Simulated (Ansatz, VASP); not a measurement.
**Pt (Pt(110) monolayer) in two plane-wave programs**

Aim: how closely do two programs agree when they are given the same cell, functional and k mesh? The cell is taken from a series of runs on this material, whose earlier steps may have relaxed, scaled, displaced or heated it; both programs get it as it stands.

Main program and level: Ansatz 0.2.0; plane waves, with VASP 6.6.1 beside it; PBE.

### Step 1. The starting structure

The cell holds 1 atom: 1 Pt. Its edges and angles: a = 3.920 Å, b = 2.772 Å, c = 18.000 Å, α = 90.0°, β = 90.0°, γ = 90.0°. Vacuum lies along c.

As a file:

```
Pt
1.0
     3.92000    0.00000    0.00000
     0.00000    2.77186    0.00000
     0.00000    0.00000   18.00000
Pt
1
Direct
  0.50000 0.50000 0.50000
```

### Step 2. VASP: single point, PBE, pair 1

A single point takes one fixed geometry, so differences don't come from the geometry; what else differs is listed under the comparison.

Lines of VASP's logs that name or quote its potential files are left out, and so is its time.

INCAR

```
SYSTEM = Pt
PREC = Accurate
ENCUT = 400
EDIFF = 1E-06
NELM = 120
ISMEAR = -1
SIGMA = 0.1
LREAL = .FALSE.
ALGO = Normal
GGA = PE
NBANDS = 11
LASPH = .TRUE.
LORBIT = 11
LWAVE = .FALSE.
LCHARG = .FALSE.
ISIF = 2
LDIPOL = .TRUE.
IDIPOL = 3
DIPOL = 0.5 0.5 0.5
LVHAR = .TRUE.
GGA_COMPAT = .FALSE.
NELMDL = -8
KPAR = 2
```

POSCAR

```
Pt
1.0
    3.9200000000      0.0000000000      0.0000000000
    0.0000000000      2.7718585823      0.0000000000
    0.0000000000      0.0000000000     18.0000000000
Pt
1
Direct
    0.5000000000      0.5000000000      0.5000000000
```

KPOINTS

```
Automatic mesh
0
Gamma
11 15 1
0 0 0
```

PAW data sets: Pt (PBE family, release 64).

Launch:

```
$ mpirun -np 2 vasp_std
```

Numbers of over 12 decimals in the logs are rounded to 6 here.

Output:

```text
[banner, memory and clock lines left out]
running    2 mpi-ranks, on    1 nodes
 distrk:  each k-point on    1 cores,    2 groups
 distr:  one band on    1 cores,    1 groups

 POSCAR found type information on POSCAR Pt
 POSCAR found :  1 types and       1 ions
 LDA part: xc-table for (Slater+PW92), standard interpolation
 POSCAR, INCAR and KPOINTS ok, starting setup
 FFT: planning ... GRIDC
 FFT: planning ... GRID_SOFT
 FFT: planning ... GRID
 WAVECAR not read
 entering main loop
       N       E                     dE             d eps       ncg     rms          rms(c)
DAV:   1     0.570289408787E+02    0.57029E+02   -0.24860E+03  1056   0.493E+02
DAV:   2     0.745021360354E+00   -0.56284E+02   -0.50681E+02  1821   0.856E+01
DAV:   3    -0.316948052340E+01   -0.39145E+01   -0.36700E+01  1287   0.310E+01
DAV:   4    -0.320744228693E+01   -0.37962E-01   -0.37877E-01  1185   0.362E+00
DAV:   5    -0.320810241401E+01   -0.66013E-03   -0.66008E-03  1229   0.530E-01
DAV:   6    -0.320812220596E+01   -0.19792E-04   -0.19791E-04  1252   0.879E-02
DAV:   7    -0.320812280171E+01   -0.59575E-06   -0.59620E-06  1172   0.149E-02
DAV:   8    -0.320812282264E+01   -0.20925E-07   -0.20979E-07   837   0.276E-03    0.352E+00
DAV:   9    -0.300845889750E+01    0.19966E+00   -0.11297E+00  1110   0.603E+00    0.219E+00
DAV:  10    -0.299918105239E+01    0.92778E-02   -0.27392E-02  1131   0.113E+00    0.121E+00
DAV:  11    -0.299826038221E+01    0.92067E-03   -0.69221E-03  1101   0.476E-01    0.244E-01
DAV:  12    -0.299798272039E+01    0.27766E-03   -0.12220E-03  1097   0.156E-01    0.499E-02
DAV:  13    -0.299800804243E+01   -0.25322E-04   -0.54277E-05  1123   0.350E-02    0.129E-02
DAV:  14    -0.299802062809E+01   -0.12586E-04   -0.31104E-06  1098   0.922E-03    0.664E-03
DAV:  15    -0.299804067102E+01   -0.20043E-04   -0.42051E-06  1089   0.119E-02    0.121E-03
DAV:  16    -0.299804605520E+01   -0.53842E-05   -0.38331E-07  1147   0.290E-03    0.603E-04
DAV:  17    -0.299804954648E+01   -0.34913E-05   -0.18992E-07  1116   0.178E-03    0.177E-04
DAV:  18    -0.299805099651E+01   -0.14500E-05   -0.51246E-08  1117   0.783E-04    0.868E-05
DAV:  19    -0.299805190397E+01   -0.90747E-06   -0.52501E-08  1117   0.696E-04
   1 F= -.29980519E+01 E0= -.29341462E+01  d E =-.127811E+00
```

OUTCAR, selected parts (step 2):

```text
ion  position               nearest neighbor table
   1  0.500  0.500  0.500-

  LATTYP: Found a simple orthorhombic cell.
 ALAT       =     2.7718585823
 B/A-ratio  =     1.4142135623
 C/A-ratio  =     6.4938377863

 Subroutine GETGRP returns: Found  8 space group operations
 (whereof  8 operations were pure point group operations)

The static configuration has the point symmetry D_2h.

 Found     48 irreducible k-points:

   k-points           NKPTS =     48   k-points in BZ     NKDIM =     48   number of bands    NBANDS=     11

   dimension x,y,z NGX =    28 NGY =   18 NGZ =  120
   dimension x,y,z NGXF=    56 NGYF=   36 NGZF=  240

   ENCUT  =  400.0 eV  29.40 Ry    5.42 a.u.   6.39  4.52 29.35*2*pi/ulx,y,z

   NELECT =      10.0000    total number of electrons

 k-points in reciprocal lattice and weights: Automatic mesh
   0.00000000  0.00000000  0.00000000       0.006
   0.09090909  0.00000000  0.00000000       0.012
   0.18181818  0.00000000  0.00000000       0.012
   0.27272727  0.00000000  0.00000000       0.012
   0.36363636  0.00000000  0.00000000       0.012
   0.45454545  0.00000000  0.00000000       0.012
   0.00000000  0.06666667  0.00000000       0.012
   0.09090909  0.06666667  0.00000000       0.024
   0.18181818  0.06666667  0.00000000       0.024
[...]
0.36363636  0.46666667  0.00000000       0.024
   0.45454545  0.46666667  0.00000000       0.024

 dipolmoment           0.000000      0.000000     -0.000000 electrons x Angstroem

 average (electrostatic) potential at core
       1 -77.2631

 E-fermi :  -4.9297

 k-point     1 :       0.0000    0.0000    0.0000
  band No.  band energies     occupation
      1      -9.0312      2.00000
      2      -6.6752      2.00000
      3      -5.7044      1.99914
      4      -5.5183      1.99446
      5      -4.7314      0.24198
      6      -4.6951      0.17477
      7      -1.5968      0.00000
      8       1.0746      0.00000
      9       1.7722      0.00000
    ...

 k-point     2 :       0.0909    0.0000    0.0000
  band No.  band energies     occupation
      1      -9.0138      2.00000
      2      -6.5887      2.00000
      3      -5.6969      1.99907
      4      -5.5498      1.99595
      5      -4.7383      0.25708
      6      -4.6945      0.17370
      7      -1.5005      0.00000
      8       1.1486      0.00000
      9       1.8522      0.00000
    ...

 k-point     3 :       0.1818    0.0000    0.0000
  band No.  band energies     occupation
      1      -8.9697      2.00000
      2      -6.3270      2.00000
      3      -5.6765      1.99886
      4      -5.6303      1.99819
      5      -4.7567      0.30125
      6      -4.6926      0.17084
      7      -1.2285      0.00000
      8       1.2102      0.00000
      9       1.5122      0.00000
    ...

  Total       -2.1461322     -5.7384497     -0.0143100      0.0000000      0.0000000      0.0000000
  in kB      -17.5807501    -47.0084059     -0.1172250      0.0000000      0.0000000      0.0000000
  external PRESSURE =     -21.5687937 kB  Pullay stress =       0.0000000 kB

  energy-cutoff  :      400.00
  volume of cell :      195.58
      direct lattice vectors                 reciprocal lattice vectors
     3.920000000  0.000000000  0.000000000     0.255102041  0.000000000  0.000000000
     0.000000000  2.771858582  0.000000000     0.000000000  0.360768766  0.000000000
     0.000000000  0.000000000 18.000000000     0.000000000  0.000000000  0.055555556

 POSITION                                       TOTAL-FORCE (eV/Angst)
 -----------------------------------------------------------------------------------
      1.96000      1.38593      9.00000         0.000000      0.000000      0.000000
 -----------------------------------------------------------------------------------
    total drift:                                0.000000     -0.000000      0.000000

  FREE ENERGIE OF THE ION-ELECTRON SYSTEM (eV)
  ---------------------------------------------------
  free  energy   TOTEN  =        -2.9980519040 eV

  energy  without entropy=       -2.8702405592  energy(sigma->0) =       -2.93414623

 vacuum level on the upper side and lower side of the slab         1.306         1.306

 total charge
# of ion       s       p       d       tot
------------------------------------------
    1        0.562   0.102   8.020   8.684

[... 3 further parts left out ...]
```

### Step 3. Ansatz: single point, PBE, pair 1

Ansatz runs on its default PAW (the set named soft_2) files.

The same cell, functional, mesh and smearing now go to Ansatz, which takes its cutoff from its data sets.

input.yaml

```yaml
crystal:
  lattice:
    - [3.92, 0.0, 0.0]
    - [0.0, 2.7718585823, 0.0]
    - [0.0, 0.0, 18.0]
  atoms:
    - { symbol: Pt, position: [0.5, 0.5, 0.5] }
kpoints:
  mp_grid: { grid: [11, 15, 1] }
hamiltonian:
  xc: pbe
scf:
  occupations: { method: fermi_dirac, width: 0.1 }
  convergence: { dr2_threshold: 1.0e-09 }
efield:
  axis: 3
  dipole_correction: true
  ramp_position: 0.97
  ramp_width: 0.06
output:
  write_potential: true
  write_density: true
  volumetric_format: npy
  elf: true
```

Launch:

```
$ ansatz run input.yaml --threads 2 --pin off --max-ram 3072MiB --backend cpu --events-out ev --progress --plain --runs-dir out
```

Output:

```text
Engine: ansatz 0.2.0, aarch64-unknown-linux-gnu
Pseudopotentials: kind: paw
Pseudopotential: Pt, paw, valence charge 18, recommended cutoff 420 eV (normal), Pt.paw.azcp
Functional definition: PBE
  parameter kappa = 0.804
  parameter beta = 0.066725
  exchange = pbe_x(kappa = kappa, mu = beta*pi^2/3)
  correlation = pbe_c(beta = beta)
Crystal: 1 atoms, lattice volume = 195.582 Å³
Basis set: ecut = 420 eV, 3817 PW (Γ)
Bands: 13, of which v1, the nominal top of the filled ones, is band 9 counted from 1 (8 counted from 0)
Symmetry: 4 space group operations
k-points: 48 of 165
Non-local potential: Pt, projectors of the file, l = 0: 3, l = 1: 2, l = 2: 2, l = 3: 1
PAW form: soft (Blöchl's): semilocal exchange-correlation on the pseudo side does not see the compensation charge
PAW one-centre angular grid: Pt, 590 points (default); XC on 64 Gauss nodes
Initial density: superposition of atomic densities (neutral atoms: chi_scale 0, normalization atom), corrected by the library's trained network
Initial wavefunctions: pseudopotential atomic-orbital guess
Functional: x = pbe(κ = 0.804, μ = 0.219515), c = pbe(β = 0.066725)
SCF iter   1: F=—  HF=-12519.914686 eV  |F-HF|=—  |Δ(HF+E_count)|=         —  Δρ=3.19e-3  dr2=6.29e-3  ethr=1.77e-3  p=-0.000 e·Å  D=-8.02e-17 V/Å  ΔV_dip=0.00 eV  dr2_dipole=2.80e-13  V_vac-E_F(+/−)=6.15/6.15 eV  ⟨swp⟩=5.0  Hψ=3376  notcnv=0
efield: sawtooth ramp at fractional position 0.9700 (set: `efield.ramp_position`, or a place that a band, a saddle search or an elastic batch's reference lends), width 0.0600; the density the first Hamiltonian is built on has a dipole p = -0.000 e·Å; the dipole correction subtracts the counter field D = -8.02e-17 V/Å, which shifts the + side's vacuum level by +0.00 eV against the − side's; the planar-averaged density in the ramp window peaks in size at 2.3e-6 e/Å³
preconditioner: auto → LDOS  [metal: Δε(μ)=0.022 eV  Ē_g=6.395 eV  σ=0.100 eV  W_gap=0.05  n_scr=20 (ndim 8)  ℏωp=8.4 eV  f_vac=0.772  D(μ)=3.62/eV (n_scr^D=20)  β→1.0]
SCF iter   2: F=—  HF=-12519.915355 eV  |F-HF|=—  |Δ(HF+E_count)|=   6.69e-4  Δρ=1.98e-3  dr2=3.97e-3  ethr=3.49e-5  p=-0.000 e·Å  D=-2.33e-7 V/Å  ΔV_dip=0.00 eV  dr2_dipole=2.24e-12  V_vac-E_F(+/−)=6.24/6.24 eV  ⟨swp⟩=2.6  Hψ=1561  notcnv=0
SCF iter   3: F=—  HF=-12519.914855 eV  |F-HF|=—  |Δ(HF+E_count)|=   5.00e-4  Δρ=1.10e-3  dr2=1.50e-3  ethr=2.21e-5  p=-0.000 e·Å  D=-1.21e-7 V/Å  ΔV_dip=0.00 eV  dr2_dipole=8.14e-14  V_vac-E_F(+/−)=6.23/6.23 eV  ⟨swp⟩=2.7  Hψ=1055  notcnv=0
SCF iter   4: F=—  HF=-12519.914619 eV  |F-HF|=—  |Δ(HF+E_count)|=   2.36e-4  Δρ=2.93e-4  dr2=9.58e-5  ethr=8.34e-6  p=-0.000 e·Å  D=-1.69e-7 V/Å  ΔV_dip=0.00 eV  dr2_dipole=7.51e-14  V_vac-E_F(+/−)=6.23/6.23 eV  ⟨swp⟩=1.0  Hψ=624  notcnv=0
SCF iter   5: F=—  HF=-12519.914611 eV  |F-HF|=—  |Δ(HF+E_count)|=   8.21e-6  Δρ=6.49e-5  dr2=7.51e-6  ethr=5.32e-7  p=-0.000 e·Å  D=-1.45e-7 V/Å  ΔV_dip=0.00 eV  dr2_dipole=8.35e-14  V_vac-E_F(+/−)=6.23/6.23 eV  ⟨swp⟩=1.1  Hψ=654  notcnv=0
SCF iter   6: F=—  HF=-12519.914611 eV  |F-HF|=—  |Δ(HF+E_count)|=   3.66e-7  Δρ=9.16e-6  dr2=1.93e-7  ethr=4.17e-8  p=-0.000 e·Å  D=-3.14e-8 V/Å  ΔV_dip=0.00 eV  dr2_dipole=3.30e-15  V_vac-E_F(+/−)=6.23/6.23 eV  ⟨swp⟩=2.1  Hψ=827  notcnv=0
SCF iter   7: F=—  HF=-12519.914579 eV  |F-HF|=—  |Δ(HF+E_count)|=   3.14e-5  Δρ=2.59e-6  dr2=1.04e-8  ethr=1.07e-9  p=-0.000 e·Å  D=-8.53e-9 V/Å  ΔV_dip=0.00 eV  dr2_dipole=4.04e-16  V_vac-E_F(+/−)=6.23/6.23 eV  ⟨swp⟩=2.2  Hψ=881  notcnv=0
SCF iter   8: F=-12519.914579 eV  HF=-12519.914579 eV  |F-HF|=2.00e-11  |Δ(HF+E_count)|=   5.24e-9  Δρ=7.73e-7  dr2=7.56e-10  ethr=5.56e-12  p=0.000 e·Å  D=3.72e-10 V/Å  ΔV_dip=-0.00 eV  dr2_dipole=1.77e-18  V_vac-E_F(+/−)=6.23/6.23 eV  ⟨swp⟩=2.6  Hψ=2498  notcnv=0
SCF 1 converged in 8 iterations: F = -12519.914579 eV  dr2 = 7.56e-10
  greatest PAW one-centre occupation: 1.000 electrons in one spin orbital (limit 2), on the Pt atom at site 0 (counted from 0), in its partial waves of l = 0
WARN: The output density's exchange-correlation potential varies sharply where the density is thin. Do not read a vacuum level from v_tot or v_xc, or from such a field of the output density. On a cell that repeats whose density bears no net charge and no dipole along the vacuum's axis use v_es (v_loc + v_h of the components); under efield.dipole_correction with no amplitude use v_es + v_field, which holds any externa [...]
SCF converged after 8 iterations
Free energy (F): -12519.914579 eV
Harris-Foulkes:  -12519.914579 eV  (|F-HF|=2.00e-11)
Internal energy: -12519.790797 eV  (E = F + TS)
E sigma→0 (E₀):  -12519.852688 eV
Entropy (-TS):   -0.123783 eV (-123.783 meV/atom)
Fermi energy:    -3.983287 eV
Dipole field:    D = 0.000000 V/Å  (p = 0.000000 e·Å, saw-weighted, corrected)
Work function:   Φ+ = 6.2302 eV   Φ− = 6.2302 eV
Levels:          The Fermi level and band energies are counted from a zero that moves with the ramp; work functions are not
--- Per-component energies (eV) ---
  E_band       = -581.096301
  E_kinetic    = 633.180727
  E_local      = -9140.874271  (includes V_loc(G=0)·N_el)
  E_nonlocal   = 202.979446
  E_hartree    = 4154.676719
  E_xc         = -256.695724
  E_vxc        = -295.638428  (∫ρ·V_xc dr)
  E_paw        = -9454.999866  (= ΣΔE_a)
  E_vpaw       = -290.096425  (= ΣTr[D̂ρ^β])
  E_aug_tail   = 0.000198  (compensation charges beyond the density's cutoff)
  E_efield     = 0.000000  (sawtooth field / dipole correction)
  E_vefield    = 0.000000  (∫n·V_field dr)
  E_ewald      = 1341.941974
  E_smearing   = -0.123783  (= −TS)
  E_closure    = 0.000000  (closes the sum)
  Σ components = -12519.914579   (vs F -12519.914579, Δ=0.00e0)
--- Band table (eV; the first three rows and the last of 48) ---
  k-point 0: bands = [... 5 lower, -5.7365, -4.7753, -4.5923, -3.7765, -3.7440, -0.6621, 1.9818, 2.6690]
  k-point 1: bands = [... 5 lower, -5.6954, -4.7496, -4.5766, -3.9016, -3.8991, -0.4932, 2.0664, 2.7641]
  k-point 2: bands = [... 5 lower, -5.5774, -4.6742, -4.5318, -4.2869, -4.2218, -0.0562, 2.3205, 3.0457]
  k-point 47: bands = [... 5 lower, -5.9513, -4.4203, -4.1973, -3.6743, 0.2945, 2.5574, 3.2367, 5.5038]
```

### Step 4. Comparison

Known differences besides the potentials themselves: the data sets hold 18 valence electrons in Ansatz (on its default PAW (the set named soft_2) files) and 10 in VASP; the cutoff is 420 eV in Ansatz and 400 eV in VASP. Total energies have different zeros and are not compared.

The two programs side by side:

| quantity | Ansatz | VASP | difference |
| --- | --- | --- | --- |
| work function, lower of the two faces (eV) | 6.23 | 6.24 | -0.01 |
| work function, higher of the two faces (eV) | 6.23 | 6.24 | -0.01 |

Where the cell holds vacuum, a pressure given here is an average over it and none of the material.

### Step 5. VASP: single point, PBE, pair 2

With cell and atoms fixed, the geometry can't cause a difference; cores, projectors, grids and the points listed under the comparison can. This pair takes another cell of the material, with 2 atoms against 1 for the pair before.

Edit INCAR of step 2 so:

```diff
@@ -10,3 +10,3 @@
 GGA = PE
-NBANDS = 11
+NBANDS = 16
 LASPH = .TRUE.
```

POSCAR

```
Pt
1.0
    3.9200000000      0.0000000000      0.0000000000
    0.0000000000      2.7718585823      0.0000000000
    0.0000000000      0.0000000000     19.3859292911
Pt
2
Direct
    0.5000000000      0.5000000000      0.4642542467
    0.0000000000      0.0000000000      0.5357457533
```

KPOINTS is that of step 2.

Launch:

```
$ mpirun -np 2 vasp_std
```

Output:

```text
[banner, memory and clock lines left out]
running    2 mpi-ranks, on    1 nodes
[...]
LDA part: xc-table for (Slater+PW92), standard interpolation
 POSCAR, INCAR and KPOINTS ok, starting setup
[...]
entering main loop
       N       E                     dE             d eps       ncg     rms          rms(c)
DAV:   1     0.118671279525E+03    0.11867E+03   -0.59708E+03  1536   0.752E+02
DAV:   2    -0.326588794550E+01   -0.12194E+03   -0.11044E+03  2368   0.151E+02
DAV:   3    -0.102103495193E+02   -0.69445E+01   -0.67460E+01  1664   0.448E+01
DAV:   4    -0.102923623837E+02   -0.82013E-01   -0.81476E-01  2016   0.524E+00
[...]
DAV:  21    -0.973439718698E+01   -0.36509E-05   -0.13391E-07  1400   0.978E-04    0.143E-04
DAV:  22    -0.973439883866E+01   -0.16517E-05   -0.48796E-08  1344   0.610E-04    0.889E-05
DAV:  23    -0.973439952044E+01   -0.68178E-06   -0.18219E-08  1280   0.395E-04
   1 F= -.97343995E+01 E0= -.96503878E+01  d E =-.168023E+00
```

OUTCAR, selected parts (step 5):

```text
  Total       -3.1889502     -5.7348352     -2.6706543      0.0000000      0.0000000      0.0000000
  in kB      -24.2557416    -43.6202110    -20.3134877      0.0000000      0.0000000      0.0000000
  external PRESSURE =     -29.3964801 kB  Pullay stress =       0.0000000 kB

 POSITION                                       TOTAL-FORCE (eV/Angst)
 -----------------------------------------------------------------------------------
      1.96000      1.38593      9.00000         0.000000      0.000000      1.907830
      0.00000      0.00000     10.38593         0.000000      0.000000     -1.907830
 -----------------------------------------------------------------------------------
    total drift:                                0.000000     -0.000000     -0.000000

  FREE ENERGIE OF THE ION-ELECTRON SYSTEM (eV)
  ---------------------------------------------------
  free  energy   TOTEN  =        -9.7343995204 eV

  energy  without entropy=       -9.5663761296  energy(sigma->0) =       -9.65038783

[... 3 further parts left out ...]
[key lines of the parts left out:]
E-fermi :  -2.9828
```

### Step 6. Ansatz: single point, PBE, pair 2

The same cell, functional, mesh and smearing now go to Ansatz, which takes its cutoff from its data sets.

The cell is taken from a series of runs on this material, whose earlier steps may have relaxed, scaled, displaced or heated it; both programs get it as it stands.

input.yaml, the sections that differ from step 3:

```yaml
crystal:
  lattice:
    - [3.92, 0.0, 0.0]
    - [0.0, 2.7718585823, 0.0]
    - [0.0, 0.0, 19.3859292911]
  atoms:
    - { symbol: Pt, position: [0.5, 0.5, 0.4642542467] }
    - { symbol: Pt, position: [0.0, 0.0, 0.5357457533] }
output:
  write_potential: true
  write_density: true
  volumetric_format: npy
# kpoints, hamiltonian, scf, efield: as in step 3
```

Launch:

```
$ ansatz run input.yaml --threads 2 --pin off --max-ram 3072MiB --backend cpu --events-out ev --progress --plain --runs-dir out
```

Output:

```text
[...]
Crystal: 2 atoms, lattice volume = 210.641 Å³
Basis set: ecut = 420 eV, 4097 PW (Γ)
Bands: 22, of which v1, the nominal top of the filled ones, is band 18 counted from 1 (17 counted from 0)
Symmetry: 4 space group operations
k-points: 48 of 165
[...]
k-point 0: bands = [... 14 lower, -2.2623, -2.2250, -2.0738, -1.4535, -1.1730, -0.9096, 2.8518, 4.0926]
  k-point 1: bands = [... 14 lower, -2.3941, -2.2045, -2.0760, -1.4132, -1.0258, -0.9567, 2.9546, 4.1786]
  k-point 2: bands = [... 14 lower, -2.6815, -2.4725, -1.7781, -1.3625, -1.2813, -0.5008, 3.2480, 4.4351]
  k-point 47: bands = [... 14 lower, -2.4647, -2.4154, -1.0780, -1.0227, 1.6967, 2.1976, 4.6539, 5.0883]
[key lines of the parts left out:]
SCF converged after 8 iterations
Free energy (F): -25043.561178 eV
Fermi energy:    -1.234685 eV
Dipole field:    D = -0.000007 V/Å  (p = -0.000008 e·Å, saw-weighted, corrected)
Work function:   Φ+ = 5.2854 eV   Φ− = 5.2853 eV
```

### Step 7. Comparison

What differs besides the data sets and the points named for the pairs above, as far as they apply: the data sets hold 36 valence electrons in Ansatz (on its default PAW (the set named soft_2) files) and 20 in VASP. Total energies have different zeros and are not compared.

Compared:

| quantity | Ansatz | VASP | difference |
| --- | --- | --- | --- |
| work function, lower of the two faces (eV) | 5.29 | 5.29 | 0.00 |
| work function, higher of the two faces (eV) | 5.29 | 5.29 | 0.00 |

Where the cell holds vacuum, a pressure given here is an average over it and none of the material.

(Part 1 of 2 ends here.)

[Lines on the potential files, build, host, timing and source positions are cut from VASP's logs without a mark.]

[Logs are printed without paths, hosts, clocks, repeated set-up lines and the standing remarks that a program may print on its own settings, such as how far it seeks lower states.]

[Hosts, paths, dates, database ids (printed as entryN), source tags and the programs' standing remarks are cut or masked in the printed files.]
